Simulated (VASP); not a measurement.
All values below come from r2SCAN+rVV10, VASP's PBE PAW potentials (set 64) (plane waves; VASP 6.6.1).

The input files of a VASP run:

File POSCAR:
```
MnF2
1
    4.8475729955    -0.0000000000     0.0000000000
    0.0000000000     4.8475729955     0.0000000000
    0.0000000000     0.0000000000     3.2880591720
Mn F
2 4
Direct
  0.0000000000   1.0000000000   1.0000000000
  0.5000000000   0.5000000000   0.5000000000
  0.3042902355   0.3042902355   0.0000000000
  0.8042902355   0.1957097645   0.5000000000
  0.1957097645   0.8042902355   0.5000000000
  0.6957097645   0.6957097645   1.0000000000
```

File KPOINTS:
```
Automatic mesh
0
Gamma
4 4 6
0 0 0
```

INCAR:
```
# general
SYSTEM   = MnF2
PREC     = Accurate
ENCUT    = 520   # plane-wave cut-off (eV)
LREAL    = F   # projection in real space or not
LASPH    = T   # aspherical one-centre terms

# electronic loop
EDIFF    = 1E-6   # SCF stop (eV)
NELM     = 100   # most electronic steps
ALGO     = Normal
LMAXMIX  = 4   # l cut-off of mixed one-centre charges
LMIXTAU  = T

# smearing
ISMEAR   = 0   # Gaussian
SIGMA    = 0.05

# functional
METAGGA  = R2SCAN
LUSE_VDW = T
BPARAM   = 11.95
CPARAM   = 0.0093

# spin
ISPIN    = 2
MAGMOM   = 5.0 -5.0 4*0.0

# ions
IBRION   = 2
NSW      = 60   # most ionic steps
ISIF     = 3   # ions, shape and volume
EDIFFG   = -0.02   # ionic stop

# output
LWAVE    = F
LCHARG   = F
LORBIT   = 10
```

POTCAR, in this order: Mn_pv F (PBE.64 set). Program: vasp_std.

The run wrote:

**OSZICAR**
```
       N       E                     dE             d eps       ncg     rms          rms(c)
DAV:   1     0.721497833536E+03    0.72150E+03   -0.31907E+04  3144   0.195E+03
DAV:   2     0.327043255984E+01   -0.71823E+03   -0.69789E+03  3400   0.570E+02
DAV:   3    -0.724539191676E+02   -0.75724E+02   -0.75120E+02  3528   0.194E+02
DAV:   4    -0.744663122450E+02   -0.20124E+01   -0.19983E+01  3592   0.323E+01
DAV:   5    -0.745012394882E+02   -0.34927E-01   -0.34923E-01  3440   0.478E+00    0.195E+01
DAV:   6    -0.613942883962E+02    0.13107E+02   -0.19189E+01  3928   0.393E+01    0.175E+01
DAV:   7    -0.563877967597E+02    0.50065E+01   -0.33021E+00  3448   0.155E+01    0.122E+01
DAV:   8    -0.614832230757E+02   -0.50954E+01   -0.29986E+00  3568   0.146E+01    0.431E+00
DAV:   9    -0.566856683815E+02    0.47976E+01   -0.19583E+00  3576   0.942E+00    0.338E+00
DAV:  10    -0.575413015423E+02   -0.85563E+00   -0.79471E-01  3072   0.677E+00    0.538E-01
DAV:  11    -0.576354441842E+02   -0.94143E-01   -0.42096E-02  3312   0.194E+00    0.169E-01
DAV:  12    -0.576430645650E+02   -0.76204E-02   -0.94866E-03  3160   0.866E-01    0.814E-02
DAV:  13    -0.576476362957E+02   -0.45717E-02   -0.26632E-03  3312   0.423E-01    0.911E-02
DAV:  14    -0.576478664801E+02   -0.23018E-03   -0.32933E-04  3632   0.204E-01    0.192E-02
DAV:  15    -0.576479345928E+02   -0.68113E-04   -0.65642E-05  3248   0.701E-02    0.857E-03
DAV:  16    -0.576479346089E+02   -0.16098E-07   -0.90161E-06  3408   0.277E-02
   1 F= -.57647935E+02 E0= -.57647935E+02  d E =-.576479E+02  mag=    -0.0000
       N       E                     dE             d eps       ncg     rms          rms(c)
DAV:   1    -0.576484275110E+02   -0.49292E-03   -0.12395E-01  3080   0.259E+00    0.193E-01
DAV:   2    -0.576483123204E+02    0.11519E-03   -0.34588E-03  3648   0.434E-01    0.116E-01
DAV:   3    -0.576482273802E+02    0.84940E-04   -0.18183E-04  3776   0.126E-01    0.631E-02
DAV:   4    -0.576482313426E+02   -0.39624E-05   -0.89373E-05  3552   0.705E-02    0.223E-02
DAV:   5    -0.576482359812E+02   -0.46386E-05   -0.12110E-05  3168   0.305E-02    0.130E-02
DAV:   6    -0.576482433184E+02   -0.73372E-05   -0.30768E-06  2896   0.140E-02    0.574E-03
DAV:   7    -0.576482375433E+02    0.57751E-05   -0.42514E-07  2024   0.582E-03    0.156E-03
DAV:   8    -0.576482384086E+02   -0.86533E-06   -0.11586E-07  1648   0.290E-03
   2 F= -.57648238E+02 E0= -.57648238E+02  d E =-.303800E-03  mag=    -0.0000
```

OUTCAR:
```
------------------------ aborting loop because EDIFF is reached ----------------------------------------
  FORCE on cell =-STRESS in cart. coord.  units (eV):
  Direction    XX          YY          ZZ          XY          YZ          ZX
  --------------------------------------------------------------------------------------
  Total       -0.0653507     -0.0653507      0.0176267     -0.0000000      0.0000000      0.0000000
  in kB       -1.3548422     -1.3548422      0.3654343     -0.0000000      0.0000000      0.0000000
  external PRESSURE =      -0.7814167 kB  Pullay stress =       0.0000000 kB
  volume of cell :       77.28
      direct lattice vectors                 reciprocal lattice vectors
     4.845651962  0.000000000  0.000000000     0.206370579 -0.000000000  0.000000000
     0.000000000  4.845651962  0.000000000    -0.000000000  0.206370579  0.000000000
     0.000000000  0.000000000  3.291300623     0.000000000  0.000000000  0.303831255
 POSITION                                       TOTAL-FORCE (eV/Angst)
 -----------------------------------------------------------------------------------
      0.00000      0.00000      3.29130        -0.000000      0.000000      0.000000
      2.42283      2.42283      1.64565        -0.000000      0.000000      0.000000
      1.47329      1.47329      0.00000        -0.012214     -0.012214      0.000000
      3.89611      0.94954      1.64565        -0.012214      0.012214     -0.000000
      0.94954      3.89611      1.64565         0.012214     -0.012214      0.000000
      3.37236      3.37236      3.29130         0.012214      0.012214     -0.000000
 -----------------------------------------------------------------------------------
    total drift:                                0.000000      0.000000      0.000000
  FREE ENERGIE OF THE ION-ELECTRON SYSTEM (eV)
  ---------------------------------------------------
  free  energy   TOTEN  =       -57.6482384086 eV

  energy  without entropy=      -57.6482384086  energy(sigma->0) =      -57.64823841

 total charge

# of ion       s       p       d       tot
------------------------------------------
    1        0.164   6.140   4.953  11.257
    2        0.164   6.140   4.953  11.257
    3        1.738   4.396   0.000   6.134
    4        1.738   4.396   0.000   6.134
    5        1.738   4.396   0.000   6.134
    6        1.738   4.396   0.000   6.134
--------------------------------------------------
tot          7.280  29.864   9.907  47.050

 magnetization (x)

# of ion       s       p       d       tot
------------------------------------------
    1        0.015   0.015   4.569   4.599
    2       -0.015  -0.015  -4.569  -4.599
    3       -0.003  -0.023   0.000  -0.025
    4        0.003   0.023   0.000   0.025
    5        0.003   0.023   0.000   0.025
    6       -0.003  -0.023   0.000  -0.025
--------------------------------------------------
tot          0.000   0.000   0.000   0.000

 reached required accuracy - stopping structural energy minimisation
```
(Selected blocks of OUTCAR.)

CONTCAR:
```
MnF2
   1.00000000000000
     4.8456519621291285    0.0000000000000000    0.0000000000000000
     0.0000000000000000    4.8456519621291285    0.0000000000000000
     0.0000000000000000    0.0000000000000000    3.2913006228995618
  Mn              F
     2     4
Direct
     0.0000000000000000    0.0000000000000000    1.0000000000000000
     0.5000000000000000    0.5000000000000000    0.5000000000000000
     0.3040431909387838    0.3040431909387838    0.0000000000000000
     0.8040431909387837    0.1959568090612162    0.5000000000000000
     0.1959568090612162    0.8040431909387837    0.5000000000000000
     0.6959568090612163    0.6959568090612163    1.0000000000000000
```

The compound is MnF2 in the rutile structure. This run relaxes it. Symmetry was kept, so distortions that lower it aren't found. The start is the result of an earlier pass.
